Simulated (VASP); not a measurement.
Level of theory: PBE GGA, VASP's PBE PAW potentials (set 64) (plane waves; VASP).

A VASP calculation is set up with these files.

File KPOINTS:
```
Automatic mesh
0
Gamma
19 19 19
0 0 0
```

POSCAR:
```
SiC
1
   -0.0000000000     2.1896998039     2.1896998039
    2.1896998039     0.0000000000     2.1896998039
    2.1896998039     2.1896998039    -0.0000000000
Si C
1 1
Direct
  0.0000000000   0.0000000000   0.0000000000
  0.2500000000   0.2500000000   0.2500000000
```

### INCAR
```
SYSTEM = SiC
PREC = Accurate
ENCUT = 520
EDIFF = 1E-7
NELM = 100
ALGO = Normal
LREAL = .FALSE.
LASPH = .TRUE.
ISMEAR = 0
SIGMA = 0.01
GGA = PE
LWAVE = .FALSE.
LCHARG = .FALSE.
LOPTICS = .TRUE.
NBANDS = 24
NEDOS = 1001
CSHIFT = 0.1
```

POTCAR, in this order: Si C (PBE.64 set). Program: vasp_std.

Problem. What does the run give for the energy per atom (σ→0)?

Solution. 
```
Property                       Result
---------------------  --------------
energy per atom (σ→0)  -7.530 eV/atom
```

### OSZICAR
```
...
DAV:   8    -0.150610546276E+02    0.67861E-02   -0.14703E-02 12040   0.449E-01    0.244E-01
DAV:   9    -0.150608797930E+02    0.17483E-03   -0.64738E-04 13456   0.797E-02    0.102E-01
DAV:  10    -0.150609801656E+02   -0.10037E-03   -0.10400E-04 12496   0.354E-02    0.232E-02
DAV:  11    -0.150609838679E+02   -0.37023E-05   -0.45025E-06 13648   0.744E-03    0.109E-02
DAV:  12    -0.150609844779E+02   -0.61002E-06   -0.56166E-07 12136   0.272E-03    0.183E-03
DAV:  13    -0.150609844631E+02    0.14761E-07   -0.10407E-08  8752   0.405E-04
   1 F= -.15060984E+02 E0= -.15060984E+02  d E =-.751461E-17
 imaginary and real dielectric function
```

The compound is SiC in the zinc blende structure. It was relaxed first.
